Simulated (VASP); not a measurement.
Energy against volume of TiC (rock salt). Level of theory: revPBE GGA, VASP's PBE PAW potentials (set 64) (plane waves; VASP). Settings: 520 eV cut-off, 14×14×14 Γ-centred mesh, first-order Methfessel-Paxton smearing of 0.10 eV, potentials Ti_sv C.

```csv
V (Å³/atom),E (eV/atom)
10.006,-8.97668
10.316,-8.98411
10.625,-8.97759
10.935,-8.95909
```

Q: Fit these four points and predict the energy of the run at 9.697 Å³/atom.

A: A cubic in V^(−2/3), the third-order Birch-Murnaghan form, passes through the four points with V0 = 10.32 Å³/atom and B0 = 240 GPa, and gives -8.9530 eV/atom there. The run gave -8.9531 eV/atom, -0.1 meV/atom from the fit; all five points give B0 = 240 GPa.

The compound is TiC in the rock salt structure. It was relaxed first.
